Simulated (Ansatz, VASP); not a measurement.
# Mg (Mg(0001)): VASP beside Ansatz

Wanted: the spread between two codes on one cell, functional and k mesh. The structure shown is the end of the VASP relaxation below.

Calculated with Ansatz 0.2.0; plane waves, with VASP 6.6.1 beside it; single point at PBE.

**1. Starting point**

The cell holds 11 atoms: 11 Mg. Cell: a = 3.186 Å, b = 3.186 Å, c = 41.004 Å, α = 90.0°, β = 90.0°, γ = 60.0°. It derives from Mg. As first built, before any earlier steps moved the atoms (in the runner's words): 11 layers of hcp Mg, cut at this functional's lattice. Vacuum lies along c.

**2. VASP: relaxation, PBE**

This run makes the geometry at which the two programs are then compared.

Lines of VASP's logs that name or quote its potential files are left out, and so is its time.

INCAR reads:

```
SYSTEM = Mg
PREC = Normal
ENCUT = 320
EDIFF = 1E-06
NELM = 120
ISMEAR = 1
SIGMA = 0.15
LREAL = .FALSE.
ALGO = Fast
GGA = PE
NBANDS = 22
LORBIT = 11
LWAVE = .FALSE.
LCHARG = .FALSE.
KPAR = 4
IBRION = 2
NSW = 50
ISIF = 2
EDIFFG = -0.01
POTIM = 0.4
MAXMIX = 40
```

POSCAR reads:

```
Mg
1.0
    3.1860766385      0.0000000000      0.0000000000
    1.5930383192      2.7592233073      0.0000000000
    0.0000000000      0.0000000000     41.0038026250
Mg
11
Direct
    0.0000000000      0.0000000000      0.1829098600
    0.6666666700      0.6666666700      0.2463278900
    0.0000000000      0.0000000000      0.3097459200
    0.6666666700      0.6666666700      0.3731639500
    0.0000000000      0.0000000000      0.4365819700
    0.6666666700      0.6666666700      0.5000000000
    0.0000000000      0.0000000000      0.5634180300
    0.6666666700      0.6666666700      0.6268360500
    0.0000000000      0.0000000000      0.6902540800
    0.6666666700      0.6666666700      0.7536721100
    0.0000000000      0.0000000000      0.8170901400
```

KPOINTS reads:

```
Automatic mesh
0
Gamma
12 12 1
0 0 0
```

The projector-augmented-wave data sets are Mg (PBE family, release 64).

On the command line:

```sh
> mpirun -np 4 vasp_std
```

Numbers of over 12 decimals in the logs are rounded to 6 here.

Output:

```text
[banner, memory and clock lines left out]
running    4 mpi-ranks, on    1 nodes
 distrk:  each k-point on    1 cores,    4 groups
 distr:  one band on    1 cores,    1 groups

 POSCAR found type information on POSCAR Mg
 POSCAR found :  1 types and      11 ions
 LDA part: xc-table for (Slater+PW92), standard interpolation
 POSCAR, INCAR and KPOINTS ok, starting setup
 FFT: planning ... GRIDC
 FFT: planning ... GRID_SOFT
 FFT: planning ... GRID
 WAVECAR not read
 entering main loop
       N       E                     dE             d eps       ncg     rms          rms(c)
DAV:   1     0.182577179530E+02    0.18258E+02   -0.47029E+03   836   0.475E+02
DAV:   2    -0.146709262995E+02   -0.32929E+02   -0.30922E+02  1094   0.723E+01
DAV:   3    -0.161533767387E+02   -0.14825E+01   -0.14456E+01  1142   0.139E+01
DAV:   4    -0.161856484177E+02   -0.32272E-01   -0.32218E-01  1134   0.240E+00
DAV:   5    -0.161868742034E+02   -0.12258E-02   -0.12257E-02  1252   0.437E-01    0.240E+00
RMM:   6    -0.177923815979E+02   -0.16055E+01   -0.79516E-01   871   0.117E+00    0.286E+00
RMM:   7    -0.160929164518E+02    0.16995E+01   -0.57953E-02   870   0.473E-01    0.152E+00
RMM:   8    -0.159920820443E+02    0.10083E+00   -0.59336E-02   879   0.555E-01    0.867E-01
RMM:   9    -0.159311205887E+02    0.60961E-01   -0.17696E-02   867   0.470E-01    0.171E-01
RMM:  10    -0.159295461412E+02    0.15744E-02   -0.21101E-03   898   0.191E-01    0.732E-02
RMM:  11    -0.159294325472E+02    0.11359E-03   -0.10283E-03   897   0.109E-01    0.270E-02
RMM:  12    -0.159293680093E+02    0.64538E-04   -0.19067E-04   892   0.518E-02    0.136E-02
RMM:  13    -0.159293538886E+02    0.14121E-04   -0.57888E-05   853   0.280E-02    0.859E-03
RMM:  14    -0.159293550334E+02   -0.11448E-05   -0.31860E-05   808   0.174E-02    0.440E-03
RMM:  15    -0.159293669407E+02   -0.11907E-04   -0.15112E-05   785   0.117E-02    0.232E-03
RMM:  16    -0.159293778461E+02   -0.10905E-04   -0.40442E-06   721   0.714E-03    0.142E-03
RMM:  17    -0.159293908568E+02   -0.13011E-04   -0.19119E-06   652   0.455E-03    0.871E-04
RMM:  18    -0.159294103763E+02   -0.19519E-04   -0.13944E-06   632   0.329E-03    0.429E-04
RMM:  19    -0.159294142896E+02   -0.39133E-05   -0.20171E-07   543   0.182E-03    0.308E-04
RMM:  20    -0.159294194529E+02   -0.51633E-05   -0.12434E-07   467   0.128E-03    0.135E-04
RMM:  21    -0.159294198730E+02   -0.42011E-06   -0.14981E-08   392   0.958E-04
   1 F= -.15929420E+02 E0= -.15925607E+02  d E =-.159294E+02
[... from here on, the cycles between the ionic steps are left out ...]
   2 F= -.15929872E+02 E0= -.15926055E+02  d E =-.452404E-03
   3 F= -.15930912E+02 E0= -.15927085E+02  d E =-.149227E-02
   4 F= -.15931587E+02 E0= -.15927762E+02  d E =-.216731E-02
   9 F= -.15932234E+02 E0= -.15928382E+02  d E =-.630407E-03
  10 F= -.15932466E+02 E0= -.15928635E+02  d E =-.231917E-03
  11 F= -.15932710E+02 E0= -.15928910E+02  d E =-.476345E-03
  12 F= -.15933012E+02 E0= -.15929250E+02  d E =-.301408E-03
  13 F= -.15933392E+02 E0= -.15929747E+02  d E =-.682254E-03
  14 F= -.15933699E+02 E0= -.15930106E+02  d E =-.306597E-03
  15 F= -.15933968E+02 E0= -.15930483E+02  d E =-.575864E-03
  16 F= -.15934148E+02 E0= -.15930685E+02  d E =-.180008E-03
  17 F= -.15934422E+02 E0= -.15931020E+02  d E =-.453975E-03
 curvature: -40.90 expect dE=-0.467E-03 dE for cont linesearch -0.529E-05
 ZBRENT: extrapolating
 opt :   9.5796  next Energy=   -15.934428 (dE=-0.459E-03)
 bond charge predicted
       N       E                     dE             d eps       ncg     rms          rms(c)
DAV:   1    -0.159344246470E+02   -0.28934E-05   -0.11255E-03   998   0.160E-01    0.636E-03
RMM:   2    -0.159344275817E+02   -0.29348E-05   -0.25106E-05   872   0.274E-02    0.704E-04
RMM:   3    -0.159344284238E+02   -0.84210E-06   -0.65171E-06   795   0.141E-02
  18 F= -.15934428E+02 E0= -.15931035E+02  d E =-.460086E-03
 curvature: -41.12 expect dE=-0.426E-03 dE for cont linesearch -0.229E-08
 trial: gam=-0.00768 g(F)=  0.104E-04 g(S)=  0.000E+00 ort =-0.213E-06 (trialstep = 0.362E+01)
 search vector abs. value=  0.104E-04
 reached required accuracy - stopping structural energy minimisation
```

From OUTCAR (step 2):

```text
ion  position               nearest neighbor table
   1  0.000  0.000  0.183-   2 3.19   2 3.19   2 3.19
   2  0.667  0.667  0.246-   3 3.19   1 3.19   3 3.19   1 3.19   3 3.19   1 3.19
   3  0.000  0.000  0.310-   2 3.19   4 3.19   2 3.19   4 3.19   2 3.19   4 3.19
   4  0.667  0.667  0.373-   5 3.19   5 3.19   5 3.19   3 3.19   3 3.19   3 3.19
   5  0.000  0.000  0.437-   4 3.19   4 3.19   4 3.19   6 3.19   6 3.19   6 3.19
   6  0.667  0.667  0.500-   5 3.19   7 3.19   5 3.19   7 3.19   5 3.19   7 3.19
   7  0.000  0.000  0.563-   8 3.19   8 3.19   8 3.19   6 3.19   6 3.19   6 3.19
   8  0.667  0.667  0.627-   7 3.19   7 3.19   7 3.19   9 3.19   9 3.19   9 3.19
   9  0.000  0.000  0.690-  10 3.19   8 3.19  10 3.19   8 3.19  10 3.19   8 3.19
  10  0.667  0.667  0.754-   9 3.19  11 3.19   9 3.19  11 3.19   9 3.19  11 3.19
  11  0.000  0.000  0.817-  10 3.19  10 3.19  10 3.19

  LATTYP: Found a hexagonal cell.
 ALAT       =     3.1860766384
 C/A-ratio  =    12.8696849694

 Subroutine GETGRP returns: Found 12 space group operations
 (whereof 12 operations were pure point group operations)

The static configuration has the point symmetry D_3h.

 Found     19 irreducible k-points:

   k-points           NKPTS =     19   k-points in BZ     NKDIM =     19   number of bands    NBANDS=     22

   dimension x,y,z NGX =    14 NGY =   14 NGZ =  180
   dimension x,y,z NGXF=    28 NGYF=   28 NGZF=  360

   ENCUT  =  320.0 eV  23.52 Ry    4.85 a.u.   4.65  4.65 59.81*2*pi/ulx,y,z

   NELECT =      22.0000    total number of electrons

 k-points in reciprocal lattice and weights: Automatic mesh
   0.00000000  0.00000000  0.00000000       0.007
   0.08333333  0.00000000  0.00000000       0.042
   0.16666667  0.00000000  0.00000000       0.042
   0.25000000  0.00000000  0.00000000       0.042
   0.33333333 -0.00000000  0.00000000       0.042
   0.41666667  0.00000000  0.00000000       0.042
   0.50000000  0.00000000  0.00000000       0.021
   0.16666667  0.08333333  0.00000000       0.042
   0.25000000  0.08333333  0.00000000       0.083
[...]
-0.41666667  0.25000000  0.00000000       0.083
  -0.33333333  0.33333333  0.00000000       0.014

 average (electrostatic) potential at core
       1 -41.2823       2 -41.0605       3 -41.0394       4 -41.0587       5 -41.0707
       6 -41.0397       7 -41.0707       8 -41.0587       9 -41.0394      10 -41.0605
      11 -41.2823

 E-fermi :   0.7364

 k-point     1 :       0.0000    0.0000    0.0000
  band No.  band energies     occupation
    ...
      9      -2.8636      2.00000
     10      -2.1032      2.00000
     11      -1.2437      2.00000
     12      -0.6316      2.00000
     13       0.4783      2.03532
     14       1.4152     -0.00000
     15       2.3488     -0.00000
     16       3.2326     -0.00000
     17       3.8734      0.00000
     18       4.5710      0.00000
    ...

 k-point     2 :       0.0833    0.0000    0.0000
  band No.  band energies     occupation
    ...
      9      -2.7302      2.00000
     10      -1.9706      2.00000
     11      -1.1114      2.00000
     12      -0.5045      2.00000
     13       0.6073      2.00794
     14       1.5428     -0.00000
     15       2.4753     -0.00000
     16       3.3590     -0.00000
     17       4.0035      0.00000
     18       4.6988      0.00000
    ...

 k-point     3 :       0.1667    0.0000    0.0000
  band No.  band energies     occupation
    ...
      8      -3.0120      2.00000
      9      -2.3311      2.00000
     10      -1.5744      2.00000
     11      -0.7169      2.00000
     12      -0.1233      2.00000
     13       0.9907     -0.03748
     14       1.9207     -0.00000
     15       2.8484     -0.00000
     16       3.7299     -0.00000
     17       4.3876      0.00000
    ...

  Total       -0.3399283     -0.3399283      0.0007923      0.0000000      0.0000000     -0.0000000
  in kB       -1.5108827     -1.5108827      0.0035215      0.0000000      0.0000000     -0.0000000
  external PRESSURE =      -1.0060813 kB  Pullay stress =       0.0000000 kB

  energy-cutoff  :      320.00
  volume of cell :      360.47
      direct lattice vectors                 reciprocal lattice vectors
     3.186076638  0.000000000  0.000000000     0.313865645 -0.181210415  0.000000000
     1.593038319  2.759223307  0.000000000     0.000000000  0.362420830  0.000000000
     0.000000000  0.000000000 41.003802625     0.000000000  0.000000000  0.024387982

 POSITION                                       TOTAL-FORCE (eV/Angst)
 -----------------------------------------------------------------------------------
      0.00000      0.00000      7.56122         0.000000      0.000000     -0.004377
      3.18608      1.83948     10.19461         0.000000      0.000000      0.008966
      4.77911      2.75922     12.78393        -0.000000      0.000000     -0.003827
      3.18608      1.83948     15.35753        -0.000000     -0.000000     -0.003622
      0.00000      0.00000     17.93134         0.000000      0.000000      0.002612
      3.18608      1.83948     20.50190        -0.000000      0.000000      0.000000
      0.00000      0.00000     23.07246        -0.000000      0.000000     -0.002612
      3.18608      1.83948     25.64627        -0.000000     -0.000000      0.003622
      3.18608      0.00000     28.21987         0.000000      0.000000      0.003827
      3.18608      1.83948     30.80919         0.000000     -0.000000     -0.008966
      3.18608      0.00000     33.44258         0.000000      0.000000      0.004377
 -----------------------------------------------------------------------------------
    total drift:                                0.000090      0.000052      0.000000

  FREE ENERGIE OF THE ION-ELECTRON SYSTEM (eV)
  ---------------------------------------------------
  free  energy   TOTEN  =       -15.9344284238 eV

  energy  without entropy=      -15.9242475898  energy(sigma->0) =      -15.93103481

 reached required accuracy - stopping structural energy minimisation

 total charge
# of ion       s       p       d       tot
------------------------------------------
    1        0.216   0.111   0.008   0.334
    2        0.210   0.126   0.011   0.348
    3        0.208   0.130   0.011   0.349
    4        0.209   0.129   0.012   0.350
    5        0.208   0.130   0.012   0.349
    6        0.208   0.130   0.012   0.350
    7        0.208   0.130   0.012   0.349
    8        0.209   0.129   0.012   0.350
    9        0.208   0.130   0.011   0.349
   10        0.210   0.126   0.011   0.348
   11        0.216   0.111   0.008   0.334
--------------------------------------------------
tot          2.310   1.382   0.119   3.810

[... 3 further parts left out ...]
```

The run keeps the 12 symmetry operations of its start, so it cannot find a distortion of lower symmetry.

**3. Ansatz: single point, PBE**

Ansatz runs on its default PAW (the set named soft_2) files.

The same cell, functional, mesh and smearing now go to Ansatz, which takes its cutoff from its data sets.

input.yaml reads:

```yaml
crystal:
  lattice:
    - [3.18607664, 0.0, 0.0]
    - [1.59303832, 2.75922331, 0.0]
    - [0.0, 0.0, 41.00380262]
  atoms:
    - { symbol: Mg, position: [0.0, 0.0, 0.18440295] }
    - { symbol: Mg, position: [0.66666667, 0.66666667, 0.24862606] }
    - { symbol: Mg, position: [0.0, 0.0, 0.31177436] }
    - { symbol: Mg, position: [0.66666667, 0.66666667, 0.37453919] }
    - { symbol: Mg, position: [0.0, 0.0, 0.4373092] }
    - { symbol: Mg, position: [0.66666667, 0.66666667, 0.5] }
    - { symbol: Mg, position: [0.0, 0.0, 0.5626908] }
    - { symbol: Mg, position: [0.66666667, 0.66666667, 0.62546081] }
    - { symbol: Mg, position: [0.0, 0.0, 0.68822564] }
    - { symbol: Mg, position: [0.66666667, 0.66666667, 0.75137394] }
    - { symbol: Mg, position: [0.0, 0.0, 0.81559705] }
hamiltonian:
  xc: pbe
  pseudopotentials: { kind: paw }
kpoints:
  mp_grid: { grid: [12, 12, 1] }
scf:
  occupations: { method: methfessel_paxton, width: 0.15 }
  n_extra_bands: 6
output:
  forces: true
  eigenvalues: true
```

On the command line:

```sh
> ansatz run input.yaml --threads 4 --pin off --max-ram 9216MiB --backend cpu --events-out ev --progress --plain --runs-dir out
```

Output:

```text
scf.n_extra_bands = 6 over 55 filled bands (N_el = 110.0): the run solves 61 bands
Engine: ansatz 0.2.0, aarch64-unknown-linux-gnu
Pseudopotentials: kind: paw
Pseudopotential: Mg, paw, valence charge 10, recommended cutoff 420 eV (normal), Mg.paw.azcp
Functional definition: PBE
  parameter kappa = 0.804
  parameter beta = 0.066725
  exchange = pbe_x(kappa = kappa, mu = beta*pi^2/3)
  correlation = pbe_c(beta = beta)
Crystal: 11 atoms, lattice volume = 360.468 Å³
Basis set: ecut = 420 eV, 7121 PW (Γ), exchange–correlation on 48×48×576 points (8 copies of the dense FFT grid, shifted against one another)
Bands: 61, of which v1, the nominal top of the filled ones, is band 55 counted from 1 (54 counted from 0)
Symmetry: 12 space group operations
Space group: P-6m2 (ITA 187), of the structure as read, at distance tolerance 7.1e-5 Å
k-points: 19 of 144 (time reversal used)
Non-local potential: Mg, projectors of the file, l = 0: 3, l = 1: 2, l = 2: 1
PAW form: soft (Blöchl's): semilocal exchange-correlation on the pseudo side does not see the compensation charge
PAW one-centre angular grid: Mg, 110 points (default); XC on 64 Gauss nodes
Initial density: superposition of atomic densities (neutral atoms: chi_scale 0, normalization atom), corrected by the library's trained network
Initial wavefunctions: pseudopotential atomic-orbital guess
Functional: x = pbe(κ = 0.804, μ = 0.219515), c = pbe(β = 0.066725)
SCF iter   1: F=—  HF=-21161.199477 eV  |F-HF|=—  |Δ(HF+E_count)|=         —  Δρ=9.58e-4  dr2=7.82e-2  ethr=1.77e-3  ⟨swp⟩=8.9  Hψ=5029  notcnv=0
preconditioner: auto → LDOS  [metal: Δε(μ)=0.017 eV  Ē_g=4.101 eV  σ=0.150 eV  W_gap=0.09  n_scr=28 (ndim 8)  ℏωp=9.2 eV  f_vac=0.280  D(μ)=6.68/eV (n_scr^D=22)  β→1.0]
SCF iter   2: F=—  HF=-21161.198435 eV  |F-HF|=—  |Δ(HF+E_count)|=   1.04e-3  S|Δr|=    0.00e0  Δρ=3.55e-4  dr2=2.18e-2  ethr=7.10e-5  ⟨swp⟩=1.9  Hψ=1509  notcnv=0
SCF iter   3: F=—  HF=-21161.198182 eV  |F-HF|=—  |Δ(HF+E_count)|=   2.53e-4  S|Δr|=    0.00e0  Δρ=1.26e-4  dr2=5.02e-4  ethr=1.99e-5  ⟨swp⟩=1.4  Hψ=1170  notcnv=0
SCF iter   4: F=—  HF=-21161.198139 eV  |F-HF|=—  |Δ(HF+E_count)|=   4.23e-5  S|Δr|=    0.00e0  Δρ=2.50e-5  dr2=4.34e-6  ethr=4.56e-7  ⟨swp⟩=2.2  Hψ=1343  notcnv=0
SCF iter   5: F=—  HF=-21161.198173 eV  |F-HF|=—  |Δ(HF+E_count)|=   3.31e-5  S|Δr|=    0.00e0  Δρ=7.63e-6  dr2=1.70e-6  ethr=3.94e-9  ⟨swp⟩=2.3  Hψ=2273  notcnv=0
SCF iter   6: F=-21161.198172 eV  HF=-21161.198173 eV  |F-HF|=7.01e-8  |Δ(HF+E_count)|=   6.03e-9  S|Δr|=    0.00e0  Δρ=1.88e-6  dr2=8.33e-8  ethr=9.09e-11  ⟨swp⟩=9.4  Hψ=5266  notcnv=0
SCF 1 converged in 6 iterations: F = -21161.198172 eV  dr2 = 8.33e-8
  greatest PAW one-centre occupation: 1.000 electrons in one spin orbital (limit 2), on the Mg atom at site 7 (counted from 0), in its partial waves of l = 0
SCF converged after 6 iterations
Stability not checked: this state was not tested for a lower state beside it, because cold or Methfessel-Paxton smearing, or corrected tetrahedra, fill the levels in a way that the test cannot read (fill_not_monotonic; see scf.lower_state_search)
Free energy (F): -21161.198172 eV
Harris-Foulkes:  -21161.198173 eV  (|F-HF|=7.01e-8)
Internal energy: -21161.188004 eV  (E = F + TS)
E sigma→0 (E₀):  -21161.195630 eV
Entropy (-TS):   -0.010168 eV (-0.924 meV/atom)
Fermi energy:    2.852280 eV
--- Per-component energies (eV) ---
  E_band       = -4235.835343
  E_kinetic    = 822.329842
  E_local      = -99512.734769  (includes V_loc(G=0)·N_el)
  E_nonlocal   = 1052.762496
  E_hartree    = 47057.461299
  E_xc         = -311.630292
  E_vxc        = -401.959479  (∫ρ·V_xc dr)
  E_paw        = -3217.871976  (= ΣΔE_a)
  E_vpaw       = -311.235629  (= ΣTr[D̂ρ^β])
  E_aug_tail   = -0.000035  (compensation charges beyond the density's cutoff)
  E_ewald      = 32948.495431
  E_smearing   = -0.010168  (= −TS)
  E_closure    = 0.000000  (closes the sum)
  Σ components = -21161.198172   (vs F -21161.198172, Δ=0.00e0)
--- Forces (eV/Å), atoms counted from 1 ---
  atom   1  Mg    -0.00000000     0.00000000    -0.01034080
  atom   2  Mg     0.00000000    -0.00000000     0.00795368
  atom   3  Mg    -0.00000000     0.00000000    -0.00400744
  atom   4  Mg     0.00000000    -0.00000000    -0.00371140
  atom   5  Mg    -0.00000000     0.00000000     0.00274041
  atom   6  Mg     0.00000000    -0.00000000     0.00000000
  atom   7  Mg    -0.00000000     0.00000000    -0.00274041
  atom   8  Mg    -0.00000000    -0.00000000     0.00371140
  atom   9  Mg     0.00000000     0.00000000     0.00400744
  atom  10  Mg     0.00000000    -0.00000000    -0.00795368
  atom  11  Mg    -0.00000000     0.00000000     0.01034080
  max |Σ_I F_I| component: 2.43e-17 eV/Å
--- Band table (eV; the first three rows and the last of 19) ---
  k-point 0: bands = [... 51 lower, -1.4289, -0.7443, 0.0159, 0.8741, 1.4882, 2.5942, 3.5296, 4.4618, ... 2 higher]
  k-point 1: bands = [... 51 lower, -1.2945, -0.6108, 0.1484, 1.0063, 1.6150, 2.7231, 3.6571, 4.5883, ... 2 higher]
  k-point 2: bands = [... 51 lower, -0.8927, -0.2118, 0.5444, 1.4008, 1.9954, 3.1062, 4.0348, 4.9611, ... 2 higher]
  k-point 18: bands = [... 51 lower, 2.6305, 2.6544, 2.8229, 2.8853, 2.8934, 3.0047, 3.2378, 3.2780, ... 2 higher]
```

It took 7.7 s on 4 threads of Arm Neoverse V1, shared host; peak memory 0.86 GiB.

**4. Side by side**

Known differences besides the potentials themselves: the data sets hold 110 valence electrons in Ansatz (default PAW (the set named soft_2) files) and 22 in VASP; the cutoff is 420 eV in Ansatz and 320 eV in VASP (PREC = Normal); VASP leaves aspherical gradient terms in its spheres out (LASPH is not set), Ansatz keeps them. Total energies have different zeros and are not compared.

At this near-relaxed geometry the largest component of a force difference is 6 meV/Å.

**5. What came out**

```yaml
r_m_s_force_difference_single_point_pbe: 1.5 meV/Å
```

In words: The r.m.s. force difference is 1.5 meV/Å (single point, PBE), within the 12 meV/Å picked in this series as the mark of a large difference. How closely two codes agree says nothing of how well the functional describes the real material.

[Lines on the potential files, build, host, timing and source positions are cut from VASP's logs without a mark.]

[Logs are printed without paths, hosts, clocks, repeated set-up lines and the standing remarks that a program may print on its own settings, such as how far it seeks lower states.]

[Hosts, paths, dates, database ids (printed as entryN), source tags and the programs' standing remarks are cut or masked in the printed files.]
